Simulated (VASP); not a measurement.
An input for Ansatz (written as the equivalent of a VASP run, and not itself run):

Ansatz 0.2 input:
```yaml
crystal:
  lattice:
    - [4.1578064, 0.0000000, 0.0000000]
    - [-2.0789032, 3.6007661, 0.0000000]
    - [0.0000000, 0.0000000, 7.3429300]
  atoms:
    - { symbol: Hg, position: [1.0000000, 0.0000000, 0.0000000] }
    - { symbol: Hg, position: [1.0000000, 0.0000000, 0.5000000] }
    - { symbol: Te, position: [0.3333330, 0.6666670, 0.2500000] }
    - { symbol: Te, position: [0.6666670, 0.3333330, 0.7500000] }
kpoints:
  mp_grid: { grid: [9, 9, 5] }
hamiltonian:
  xc: pbesol
  pseudopotentials: { kind: paw }
scf:
  occupations: { method: methfessel_paxton, width: 0.1 }
  max_iter: 100
relax:
  max_steps: 60
  f_tol: 0.01
  cell: {}
output: { forces: true, stress: true, eigenvalues: true }
```

Translate this input to VASP (INCAR, KPOINTS, POSCAR, choice of POTCAR).

One answer among several that fit: 
INCAR:
```
LWAVE = .False.
LCHARG = .False.
LASPH = .True.   ! aspherical one-centre terms
PREC = Accurate
ALGO = Normal   ! blocked Davidson
ISIF = 3   ! ions, shape and volume
ISMEAR = 1   ! Methfessel-Paxton
NSW = 60   ! most ionic steps
EDIFFG = -0.01
ENCUT = 400
LMAXMIX = 6   ! l cut-off of mixed one-centre charges
SIGMA = 0.1   ! width (eV)
IBRION = 2
NELM = 100   ! most electronic steps
EDIFF = 1E-6   ! SCF stop (eV)
SYSTEM = HgTe
GGA = PS   ! PBEsol
LREAL = .False.   ! projection in real space or not
```

POSCAR:
```
HgTe
1.0
  4.1578063759   0.0000000000   0.0000000000
 -2.0789031879   3.6007660689   0.0000000000
  0.0000000000   0.0000000000   7.3429300497
Hg Te
2 2
Cartesian
  4.1578063759   0.0000000000   0.0000000000
  4.1578063759   0.0000000000   3.6714650248
 -0.0000020789   2.4005119129   1.8357325124
  2.0789052669   1.2002541560   5.5071975373
```

### KPOINTS
```
Automatic mesh
0
Gamma
9 9 5
0 0 0
```

POTCAR, in this order: Hg Te (PBE.64 set). Program: vasp_std.

Limits of the translation: each code has its own PAW files, so the cut-off isn't converted (ENCUT is set for VASP's; basis.ecutwfc is left out, and Ansatz then takes the one that its files recommend); Ansatz stops its SCF on the density residual and VASP on the energy change (EDIFF).

The structure was generated: HgTe was put into the NiAs type type (P6_3/mmc), which need not be its known phase. This run relaxes it. Symmetry was kept, so distortions that lower it aren't found. The start is the result of an earlier pass.
